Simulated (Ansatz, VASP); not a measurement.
**Cs3SiPt: VASP beside Ansatz**

```
Cs Si Pt
1.0
     6.32198    0.00000    0.00000
     0.00000    6.32198    0.00000
     0.00000    0.00000    7.74045
Cs Si Pt
3 1 1
Direct
  0.50000 0.50000 0.04909
  0.00000 0.50000 0.45530
  0.50000 0.00000 0.45530
  0.50000 0.50000 0.55725
  0.00000 0.00000 0.25097
```

Change from the starting cell: species swapped into the NdBPt3 type (P4mm, No. 99).

Alike in both runs: functional PBE; k mesh 4 × 4 × 4; occupations gaussian, width 0.1 eV; no spin polarisation.

Ansatz relaxed the structure, and its values are those at the end. VASP's run is a single point on that final structure, the one shown.

|  | VASP | Ansatz |
| --- | --- | --- |
| version | VASP 6.6.1 | Ansatz 0.2.0 |
| potentials or method | VASP PAW PBE potentials, release 64 (Cs_sv, Si, Pt) | scalar-relativistic, plane waves, PAW |
| plane-wave cutoff (eV) | 520 | 420 |
| valence electrons in the cell | 41 | 49 |

VASP gave:

| Property | Result |
| --- | --- |
| gap on the k mesh at the Fermi level (eV) | none |
| pressure (GPa) | 0.0 |
| rms of the force components (eV/Å) | 0.007 |

Task: Estimate Ansatz's values.

Result: gap on the k mesh at the Fermi level (eV): none; pressure (GPa): 0.0; rms of the force components (eV/Å): 0.002.

A gap of «none» marks a metal or a gap that the smearing closes. The two sets of potentials don't hold the same shells in valence.

Spin-orbit coupling is left out, which matters for the levels of Cs, Pt.
